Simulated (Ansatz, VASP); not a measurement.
Si: VASP beside Ansatz

```xyz
2
Lattice="0.0000 2.7010 2.7010 2.7010 0.0000 2.7010 2.7010 2.7010 0.0000" Properties=species:S:1:pos:R:3 pbc="T T T"
Si    4.0515    4.0515    4.0515
Si    2.7010    2.7010    2.7010
```

Alike in both runs: functional LDA; k mesh 12 × 12 × 12; occupations gaussian, width 0.02 eV; no spin polarisation.

Ansatz relaxed the structure, and its values are those at the end. VASP's run is a single point on that final structure, the one shown.

|  | VASP | Ansatz |
| --- | --- | --- |
| version | VASP 6.6.1 | Ansatz 0.2.0 |
| potentials or method | VASP PAW LDA potentials, release 64 (Si) | scalar-relativistic, plane waves, PAW |
| plane-wave cutoff (eV) | 520 | 420 |
| valence electrons in the cell | 8 | 8 |

|  | VASP | Ansatz | Ansatz less VASP |
| --- | --- | --- | --- |
| gap on the k mesh at the Fermi level (eV) | 0.44 | 0.44 | +0.002 |
| least direct gap on the mesh (eV) | 2.53 | 2.53 | +0.002 |
| pressure (GPa) | 0.0 | 0.0 | -0.04 |

A k mesh can miss the band edges. As with any semilocal functional, this LDA gap is likely too small.
